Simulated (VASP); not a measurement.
OSZICAR of a VASP run on ZnO (wurtzite):

**OSZICAR**
```
       N       E                     dE             d eps       ncg     rms          rms(c)
DAV:   1     0.300745405383E+03    0.30075E+03   -0.18880E+04  1328   0.233E+03
DAV:   2     0.180711574417E+02   -0.28267E+03   -0.27231E+03  1452   0.438E+02
DAV:   3    -0.120287378165E+02   -0.30100E+02   -0.29913E+02  1524   0.155E+02
DAV:   4    -0.125941552755E+02   -0.56542E+00   -0.56462E+00  1476   0.229E+01
DAV:   5    -0.125985397297E+02   -0.43845E-02   -0.43843E-02  1482   0.189E+00    0.157E+01
DAV:   6    -0.785831038417E+01    0.47402E+01   -0.17522E+01  2194   0.839E+01    0.861E+00
DAV:   7    -0.809310619799E+01   -0.23480E+00   -0.37726E+00  1458   0.231E+01    0.534E+00
DAV:   8    -0.811464442312E+01   -0.21538E-01   -0.13124E+00  1754   0.109E+01    0.219E+00
DAV:   9    -0.802023087574E+01    0.94414E-01   -0.31174E-01  2028   0.106E+01    0.398E-01
DAV:  10    -0.802496488486E+01   -0.47340E-02   -0.66857E-02  1328   0.253E+00    0.692E-02
DAV:  11    -0.802515469527E+01   -0.18981E-03   -0.20447E-03  1786   0.124E+00    0.803E-02
DAV:  12    -0.802511455512E+01    0.40140E-04   -0.54193E-04  2090   0.585E-01    0.317E-02
DAV:  13    -0.802510289259E+01    0.11663E-04   -0.17827E-04  1354   0.145E-01    0.119E-02
DAV:  14    -0.802510317489E+01   -0.28230E-06   -0.61705E-06  1362   0.289E-02    0.513E-03
DAV:  15    -0.802510341904E+01   -0.24415E-06   -0.29277E-06  1912   0.243E-02    0.185E-03
DAV:  16    -0.802510315133E+01    0.26771E-06   -0.46867E-07  1456   0.181E-02    0.496E-04
DAV:  17    -0.802510313036E+01    0.20973E-07   -0.13247E-07   728   0.306E-03
   1 F= -.80251031E+01 E0= -.80251031E+01  d E =-.802510E+01
       N       E                     dE             d eps       ncg     rms          rms(c)
DAV:   1    -0.802510814759E+01   -0.49963E-05   -0.14224E-02  1320   0.960E-01    0.347E-02
DAV:   2    -0.802513788887E+01   -0.29741E-04   -0.41759E-04  1482   0.204E-01    0.208E-02
DAV:   3    -0.802513199259E+01    0.58963E-05   -0.46620E-06  1636   0.322E-02    0.997E-03
DAV:   4    -0.802513067107E+01    0.13215E-05   -0.40407E-06  1586   0.270E-02    0.135E-03
DAV:   5    -0.802513080077E+01   -0.12970E-06   -0.14661E-06  1344   0.138E-02    0.910E-04
DAV:   6    -0.802513078050E+01    0.20274E-07   -0.46695E-08   660   0.490E-03
   2 F= -.80251308E+01 E0= -.80251308E+01  d E =-.276501E-04
```

Which electronic solver shows in the log?

It is blocked Davidson (ALGO = Normal, or the opening steps of other solvers). The INCAR had ALGO = Normal.

Can the final energy be trusted as converged?

The run converged. It stopped with EDIFF = 1E-7, NELM = 100, NSW = 30 and EDIFFG = -0.01 after 2 ionic steps (vdW-DF2, plane waves, VASP's PBE PAW potentials (set 64)).

The compound is ZnO in the wurtzite structure. This cell is one point of a volume scan, at 0.94 of the reference volume. Symmetry was kept, so distortions that lower it aren't found.
